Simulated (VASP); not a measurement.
These are RPBE GGA, VASP's PBE PAW potentials (set 64) (plane waves; VASP 6.6.1) values and carry that method's errors.

A VASP calculation is set up with these files.

File POSCAR:
```
CdF2
1
    0.0000000000     2.7919631418     2.7919631418
    2.7919631418    -0.0000000000     2.7919631418
    2.7919631418     2.7919631418     0.0000000000
Cd F
1 2
Direct
  0.0000000000   1.0000000000   0.0000000000
  0.2500000000   0.2500000000   0.2500000000
  0.7500000000   0.7500000000   0.7500000000
```

**KPOINTS**
```
k-points along high-symmetry lines
15
Line-mode
Reciprocal
  0.000000   0.000000   0.000000 ! GAMMA
  0.500000   0.000000   0.500000 ! X

  0.500000   0.000000   0.500000 ! X
  0.625000   0.250000   0.625000 ! U

  0.375000   0.375000   0.750000 ! K
  0.000000   0.000000   0.000000 ! GAMMA

  0.000000   0.000000   0.000000 ! GAMMA
  0.500000   0.500000   0.500000 ! L

  0.500000   0.500000   0.500000 ! L
  0.500000   0.250000   0.750000 ! W

  0.500000   0.250000   0.750000 ! W
  0.500000   0.000000   0.500000 ! X
```

INCAR:
```
SYSTEM = CdF2
PREC = Accurate
ENCUT = 520
EDIFF = 1E-7
NELM = 100
ALGO = Normal
LREAL = .FALSE.
LASPH = .TRUE.
ISMEAR = 0
SIGMA = 0.05
GGA = RP
LMAXMIX = 4
LWAVE = .FALSE.
LCHARG = .FALSE.
LORBIT = 11
ICHARG = 11
```

POTCAR, in this order: Cd F (PBE.64 set). Program: vasp_std. Read from the step before: CHGCAR.

The resulting files:

OSZICAR:
```
       N       E                     dE             d eps       ncg     rms          rms(c)
DAV:   1     0.195656418930E+03    0.19566E+03   -0.15681E+04  3164   0.153E+03
DAV:   2    -0.139648666366E+01   -0.19705E+03   -0.19196E+03  3650   0.377E+02
DAV:   3    -0.956036674818E+01   -0.81639E+01   -0.81486E+01  3203   0.846E+01
DAV:   4    -0.960425784171E+01   -0.43891E-01   -0.43887E-01  3607   0.611E+00
DAV:   5    -0.960443400241E+01   -0.17616E-03   -0.17616E-03  3322   0.340E-01
DAV:   6    -0.960443497336E+01   -0.97095E-06   -0.97096E-06  3446   0.256E-02
DAV:   7    -0.960443497955E+01   -0.61950E-08   -0.61820E-08  2917   0.197E-03
   1 F= -.96044350E+01 E0= -.96044350E+01  d E =-.357330E-13
```

OUTCAR:
```
 val. band max:       -1.8452577364   @ k =   0.5000   0.2500   0.7500

 cond. band min:       1.0410224711   @ k =   0.0000   0.0000   0.0000



 k-point     1 :       0.0000    0.0000    0.0000
  band No.  band energies     occupation
      1     -22.2191      2.00000
      2     -21.4023      2.00000
      3      -7.2600      2.00000
      4      -7.2600      2.00000
      5      -7.2600      2.00000
      6      -6.4955      2.00000
      7      -6.4955      2.00000
      8      -2.5654      2.00000
      9      -2.5654      2.00000
     10      -2.5654      2.00000
     11      -2.4610      2.00000
     12      -2.4610      2.00000
     13      -2.4610      2.00000
     14       1.0410      0.00000
     15      10.5394      0.00000
     16      10.5394      0.00000
     17      10.5394      0.00000

 k-point     2 :       0.0357    0.0000    0.0357
  band No.  band energies     occupation
      1     -22.2155      2.00000
      2     -21.4053      2.00000
      3      -7.2545      2.00000
      4      -7.2545      2.00000
      5      -7.2478      2.00000
      6      -6.4989      2.00000
      7      -6.4945      2.00000
      8      -2.6173      2.00000
      9      -2.6123      2.00000
     10      -2.6123      2.00000
     11      -2.4581      2.00000
     12      -2.4272      2.00000
     13      -2.4272      2.00000
     14       1.1030      0.00000
     15      10.4548      0.00000
     16      10.5568      0.00000
     17      10.5568      0.00000

 k-point     3 :       0.0714    0.0000    0.0714
  band No.  band energies     occupation
      1     -22.2035      2.00000
      2     -21.4154      2.00000
      3      -7.2381      2.00000
      4      -7.2381      2.00000
      5      -7.2120      2.00000
      6      -6.5095      2.00000
      7      -6.4915      2.00000
      8      -2.7612      2.00000
      9      -2.7038      2.00000
     10      -2.7038      2.00000
     11      -2.4496      2.00000
     12      -2.3740      2.00000
...
```

The density is held fixed in this step, so its total energy and stress have no physical meaning.

The compound is CdF2 in the fluorite structure. It was relaxed first, which changed the volume by +11 %.
